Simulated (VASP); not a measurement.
All values below come from LDA (Ceperley-Alder, Perdew-Zunger), VASP's LDA PAW potentials (set 64) (plane waves; VASP 6.6.1).

VASP ran on this input.

KPOINTS:
```
Automatic mesh
0
Gamma
8 8 2
0 0 0
```

**INCAR**
```
LREAL  =  .False.
ENCUT  =  400   ! plane-wave cut-off (eV)
SIGMA  =  0.01   ! width (eV)
ALGO  =  Normal   ! blocked Davidson
LWAVE  =  .False.
LCHARG  =  .False.
NELM  =  100
LASPH  =  .True.
ISMEAR  =  0   ! Gaussian
LEPSILON  =  .True.
LMAXMIX  =  6   ! l cut-off of mixed one-centre charges
EDIFF  =  1E-8
PREC  =  Accurate
SYSTEM  =  WSe2
```

**POSCAR**
```
WSe2
1
    1.6280787169    -2.8199147390     0.0000000000
    1.6280787169     2.8199147390     0.0000000000
    0.0000000000     0.0000000000    12.8151385968
W Se
2 4
Direct
  0.3333330000   0.6666670000   0.2500000000
  0.6666670000   0.3333330000   0.7500000000
  0.3333330000   0.6666670000   0.8803025529
  0.6666670000   0.3333330000   0.3803025529
  0.6666670000   0.3333330000   0.1196974471
  0.3333330000   0.6666670000   0.6196974471
```

POTCAR, in this order: W_sv Se (LDA.64 set). Program: vasp_std.

Output of the run:

**OSZICAR**
```
...
RMM:   3    -0.534606423474E+01   -0.12096E-01   -0.49359E-02  2271   0.514E-01
RMM:   4    -0.534706783148E+01   -0.10036E-02   -0.57632E-03  2394   0.134E-01
RMM:   5    -0.534715485339E+01   -0.87022E-04   -0.52286E-04  2397   0.304E-02
RMM:   6    -0.534716272858E+01   -0.78752E-05   -0.62492E-05  2357   0.848E-03
RMM:   7    -0.534716409253E+01   -0.13639E-05   -0.20637E-05  2368   0.274E-03
RMM:   8    -0.534716423634E+01   -0.14382E-06    0.77585E-07  2243   0.123E-03
RMM:   9    -0.534716424120E+01   -0.48594E-08   -0.80872E-06  1840   0.793E-04
RMM:  10    -0.534716424723E+01   -0.60262E-08   -0.55033E-06  1596   0.668E-04
RMM:  11    -0.534716424629E+01    0.93958E-09   -0.11823E-05  1437   0.635E-04
RMM:  12    -0.534716424294E+01    0.33447E-08   -0.10864E-05  1386   0.622E-04
RMM:  13    -0.534716424120E+01    0.17457E-08   -0.11179E-05  1357   0.621E-04
 Linear response to external field (no local field effect), progress :
  Direction:   3
       N       E                     dE             d eps       ncg     rms          rms(c)
RMM:   1    -0.311659377848E+01   -0.31166E+01   -0.14744E+01  2223   0.106E+01
RMM:   2    -0.342272312734E+01   -0.30613E+00   -0.29586E-01  2094   0.167E+00
RMM:   3    -0.342848846162E+01   -0.57653E-02   -0.27177E-02  2174   0.428E-01
RMM:   4    -0.342884667089E+01   -0.35821E-03   -0.20972E-03  2313   0.120E-01
RMM:   5    -0.342887647328E+01   -0.29802E-04   -0.15954E-04  2359   0.250E-02
RMM:   6    -0.342887806609E+01   -0.15928E-05   -0.13943E-05  2368   0.665E-03
RMM:   7    -0.342887820112E+01   -0.13503E-06   -0.55936E-06  2345   0.192E-03
RMM:   8    -0.342887822293E+01   -0.21803E-07   -0.35903E-08  2130   0.767E-04
RMM:   9    -0.342887821771E+01    0.52133E-08    0.55379E-06  1712   0.470E-04
RMM:  10    -0.342887823249E+01   -0.14782E-07   -0.70673E-07  1364   0.401E-04
RMM:  11    -0.342887823956E+01   -0.70694E-08   -0.27514E-06  1236   0.385E-04
RMM:  12    -0.342887823915E+01    0.41485E-09   -0.10268E-06  1202   0.381E-04
RMM:  13    -0.342887824123E+01   -0.20762E-08   -0.12896E-06  1189   0.380E-04
 Linear response to external field, progress :
  Direction:   1
       N       E                     dE             d eps       ncg     rms          rms(c)
RMM:   1    -0.443117093539E+01   -0.44312E+01   -0.25507E+01  4831   0.116E+01
RMM:   2    -0.494172098981E+01   -0.51055E+00   -0.43828E-01  4370   0.195E+00    0.369E+00
RMM:   3    -0.478715460340E+01    0.15457E+00   -0.18947E-01  4361   0.209E+00    0.202E+00
RMM:   4    -0.487159475114E+01   -0.84440E-01   -0.16582E-01  4609   0.219E+00    0.321E-01
RMM:   5    -0.488783821401E+01   -0.16243E-01   -0.61100E-03  4576   0.593E-01    0.577E-02
RMM:   6    -0.489291948905E+01   -0.50813E-02   -0.56800E-03  5015   0.184E-01    0.280E-02
RMM:   7    -0.489199487605E+01    0.92461E-03    0.22177E-03  5050   0.562E-02    0.101E-02
RMM:   8    -0.489246222252E+01   -0.46735E-03   -0.17348E-03  5119   0.176E-02    0.306E-03
RMM:   9    -0.489255828924E+01   -0.96067E-04   -0.46620E-04  5149   0.641E-03    0.135E-03
RMM:  10    -0.489250028256E+01    0.58007E-04   -0.28304E-04  5108   0.263E-03    0.235E-04
RMM:  11    -0.489254173029E+01   -0.41448E-04   -0.58146E-04  5633   0.128E-03    0.116E-04
RMM:  12    -0.489254706725E+01   -0.53370E-05   -0.64232E-04  5608   0.893E-04    0.368E-05
RMM:  13    -0.489253507820E+01    0.11989E-04   -0.52217E-04  4687   0.765E-04    0.189E-05
RMM:  14    -0.489253231046E+01    0.27677E-05   -0.49207E-04  3891   0.737E-04    0.143E-05
RMM:  15    -0.489253132537E+01    0.98509E-06   -0.48331E-04  3788   0.736E-04    0.123E-05
RMM:  16    -0.489253090928E+01    0.41609E-06   -0.47828E-04  3764   0.735E-04    0.102E-05
RMM:  17    -0.489253073954E+01    0.16974E-06   -0.47619E-04  3768   0.734E-04    0.106E-05
RMM:  18    -0.489253065232E+01    0.87218E-07   -0.47530E-04  3822   0.734E-04    0.844E-06
 Linear response to external field, progress :
  Direction:   2
       N       E                     dE             d eps       ncg     rms          rms(c)
RMM:   1    -0.443537019354E+01   -0.44354E+01   -0.25549E+01  4772   0.116E+01
RMM:   2    -0.494123687013E+01   -0.50587E+00   -0.42471E-01  4351   0.195E+00    0.369E+00
RMM:   3    -0.478714243457E+01    0.15409E+00   -0.18871E-01  4341   0.209E+00    0.202E+00
RMM:   4    -0.487310557517E+01   -0.85963E-01   -0.17953E-01  4612   0.220E+00    0.322E-01
RMM:   5    -0.488873059983E+01   -0.15625E-01   -0.12959E-02  4535   0.600E-01    0.544E-02
RMM:   6    -0.489291296680E+01   -0.41824E-02   -0.40261E-03  4945   0.189E-01    0.281E-02
RMM:   7    -0.489229446672E+01    0.61850E-03   -0.28063E-03  4976   0.598E-02    0.767E-03
RMM:   8    -0.489246610048E+01   -0.17163E-03   -0.58804E-04  5047   0.176E-02    0.302E-03
RMM:   9    -0.489258123672E+01   -0.11514E-03   -0.82384E-04  5384   0.565E-03    0.125E-03
RMM:  10    -0.489257222085E+01    0.90159E-05   -0.86686E-04  5223   0.243E-03    0.275E-04
RMM:  11    -0.489258916482E+01   -0.16944E-04   -0.97584E-04  5531   0.126E-03    0.155E-04
RMM:  12    -0.489257724269E+01    0.11922E-04   -0.86451E-04  5667   0.906E-04    0.325E-05
RMM:  13    -0.489258829090E+01   -0.11048E-04   -0.96998E-04  4835   0.767E-04    0.213E-05
RMM:  14    -0.489259920789E+01   -0.10917E-04   -0.10759E-03  4007   0.739E-04    0.141E-05
RMM:  15    -0.489260438857E+01   -0.51807E-05   -0.11293E-03  3900   0.738E-04    0.115E-05
RMM:  16    -0.489260577214E+01   -0.13836E-05   -0.11426E-03  3890   0.736E-04    0.102E-05
RMM:  17    -0.489260691099E+01   -0.11388E-05   -0.11553E-03  3924   0.736E-04    0.104E-05
RMM:  18    -0.489260678857E+01    0.12242E-06   -0.11527E-03  3955   0.736E-04    0.835E-06
 Linear response to external field, progress :
  Direction:   3
       N       E                     dE             d eps       ncg     rms          rms(c)
RMM:   1    -0.311659377848E+01   -0.31166E+01   -0.14744E+01  2223   0.106E+01
RMM:   2    -0.342261270197E+01   -0.30602E+00   -0.29475E-01  2095   0.167E+00    0.417E+00
RMM:   3    -0.246253662383E+01    0.96008E+00   -0.45294E+00  2310   0.513E+00    0.157E+00
RMM:   4    -0.243870030721E+01    0.23836E-01   -0.77947E-01  2410   0.179E+00    0.840E-01
RMM:   5    -0.244964866935E+01   -0.10948E-01   -0.15106E-01  2091   0.123E+00    0.353E-01
RMM:   6    -0.245237177302E+01   -0.27231E-02   -0.21210E-02  2092   0.456E-01    0.157E-01
RMM:   7    -0.245715780451E+01   -0.47860E-02   -0.86617E-03  2274   0.239E-01    0.328E-02
RMM:   8    -0.245638214883E+01    0.77566E-03   -0.44148E-04  2192   0.618E-02    0.180E-02
RMM:   9    -0.245630710572E+01    0.75043E-04   -0.16330E-04  2425   0.189E-02    0.150E-02
RMM:  10    -0.245601203632E+01    0.29507E-03    0.52627E-05  2226   0.185E-02    0.134E-03
RMM:  11    -0.245602499774E+01   -0.12961E-04    0.62499E-05  2360   0.604E-03    0.156E-03
RMM:  12    -0.245603756894E+01   -0.12571E-04   -0.35918E-06  2319   0.242E-03    0.211E-04
RMM:  13    -0.245603756580E+01    0.31349E-08    0.36638E-06  2460   0.820E-04    0.239E-04
RMM:  14    -0.245603889313E+01   -0.13273E-05   -0.25536E-05  2231   0.353E-04    0.161E-04
RMM:  15    -0.245603916124E+01   -0.26811E-06   -0.77691E-06  2204   0.360E-04    0.295E-05
RMM:  16    -0.245603820911E+01    0.95213E-06   -0.17820E-05  2027   0.298E-04    0.336E-05
RMM:  17    -0.245603847407E+01   -0.26496E-06   -0.55107E-06  1295   0.253E-04    0.133E-05
RMM:  18    -0.245603841172E+01    0.62354E-07   -0.69953E-06  1466   0.258E-04    0.615E-06
```

**OUTCAR**
```
------------------------ aborting loop because EDIFF is reached ----------------------------------------

 HEAD OF MICROSCOPIC STATIC DIELECTRIC TENSOR (INDEPENDENT PARTICLE, excluding Hartree and local field effects)
 ------------------------------------------------------
          16.234421     0.000000     0.000000
           0.000000    16.234417     0.000000
           0.000000     0.000000    11.545820
 ------------------------------------------------------

 MACROSCOPIC STATIC DIELECTRIC TENSOR (including local field effects in DFT)
 ------------------------------------------------------
          15.401437     0.000000     0.000000
          -0.000000    15.401433    -0.000000
          -0.000000     0.000000     8.238886
 ------------------------------------------------------

 PIEZOELECTRIC TENSOR (including local field effects)  for field in x, y, z        (e  Angst)
          XX          YY          ZZ          XY          YZ          ZX
  --------------------------------------------------------------------------------
  x     0.00000     0.00000     0.00000     0.00000     0.00000     0.00000
  y     0.00000     0.00000     0.00000     0.00000     0.00000     0.00000
  z     0.00000     0.00000     0.00000     0.00000     0.00000     0.00000

 PIEZOELECTRIC TENSOR (including local field effects)  for field in x, y, z        (C/m^2)
          XX          YY          ZZ          XY          YZ          ZX
  --------------------------------------------------------------------------------
  x     0.00000     0.00000     0.00000     0.00000     0.00000     0.00000
  y     0.00000     0.00000     0.00000     0.00000     0.00000     0.00000
  z     0.00000     0.00000     0.00000     0.00000     0.00000     0.00000

 BORN EFFECTIVE CHARGES (including local field effects) (in |e|, cummulative output)
 ---------------------------------------------------------------------------------
 ion    1
    1    -1.35869     0.00000     0.00000
    2     0.00000    -1.35869    -0.00000
    3    -0.00000     0.00000    -0.90655
 ion    2
    1    -1.35869     0.00000     0.00000
    2     0.00000    -1.35869    -0.00000
    3     0.00000     0.00000    -0.90655
 ion    3
    1     0.67934     0.00000    -0.00000
    2     0.00000     0.67934     0.00000
    3     0.00000     0.00000     0.45327
 ion    4
    1     0.67934     0.00000    -0.00000
    2     0.00000     0.67934    -0.00000
    3     0.00000    -0.00000     0.45327
 ion    5
    1     0.67934     0.00000    -0.00000
    2     0.00000     0.67934     0.00000
    3     0.00000     0.00000     0.45327
 ion    6
    1     0.67934     0.00000    -0.00000
    2     0.00000     0.67934     0.00000
    3    -0.00000    -0.00000     0.45327
```
(Selected blocks of OUTCAR.)

**OUTCAR**
```
 val. band max:        6.6329407233   @ k =   0.0000   0.0000   0.0000

 cond. band min:       7.6164489132   @ k =   0.2500   0.1250   0.0000


 Fermi energy:         6.8472535167

 k-point     1 :       0.0000    0.0000    0.0000
  band No.  band energies     occupation
      1     -67.2191      2.00000
      2     -67.2191      2.00000
      3     -31.7586      2.00000
      4     -31.7585      2.00000
      5     -31.5902      2.00000
      6     -31.5902      2.00000
      7     -31.5902      2.00000
      8     -31.5901      2.00000
      9      -8.8278      2.00000
     10      -8.5361      2.00000
     11      -7.6275      2.00000
     12      -7.1372      2.00000
     13      -0.7005      2.00000
     14       0.5332      2.00000
     15       2.8089      2.00000
     16       3.9196      2.00000
     17       3.9196      2.00000
     18       3.9382      2.00000
     19       3.9382      2.00000
     20       5.0742      2.00000
     21       5.0743      2.00000
     22       5.1358      2.00000
     23       5.1358      2.00000
     24       5.3667      2.00000
     25       5.6401      2.00000
     26       6.6329      2.00000
     27       9.3313      0.00000
     28       9.3320      0.00000
     29       9.3893      0.00000
     30       9.3910      0.00000
     31       9.4307      0.00000

 k-point     2 :       0.1250   -0.0000    0.0000
  band No.  band energies     occupation
      1     -67.2172      2.00000
      2     -67.2172      2.00000
      3     -31.7509      2.00000
      4     -31.7508      2.00000
      5     -31.6300      2.00000
      6     -31.6300      2.00000
      7     -31.5995      2.00000
      8     -31.5995      2.00000
      9      -8.5828      2.00000
     10      -8.2931      2.00000
     11      -7.4919      2.00000
     12      -7.0293      2.00000
     13      -0.3900      2.00000
     14       0.8404      2.00000
     15       2.5916      2.00000
     16       3.2328      2.00000
     17       3.2818      2.00000
...
```

The dielectric response may not be converged in the k-mesh; for small gaps it tends to come out too large. Unless said otherwise, spin-orbit coupling is left out, though it shifts the bands of the heavy elements here.

The compound is WSe2 in the 2H layered structure. It was relaxed first.
